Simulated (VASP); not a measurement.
Calculation: LDA (Ceperley-Alder, Perdew-Zunger), VASP's LDA PAW potentials (set 64) (plane waves; VASP 6.6.1).

Gaps are without spin-orbit coupling.

### Question
Order these relaxed crystals by band gap, smallest first: SnO2, P4_2/mnm (136); LiAgF2, R-3m (166); MgO, Fm-3m (225); MoSeS, P-3m1 (164).

### Answer
MoSeS, P-3m1 (164) (0.53 eV), SnO2, P4_2/mnm (136) (1.14 eV), LiAgF2, R-3m (166) (1.78 eV), MgO, Fm-3m (225) (5.14 eV)
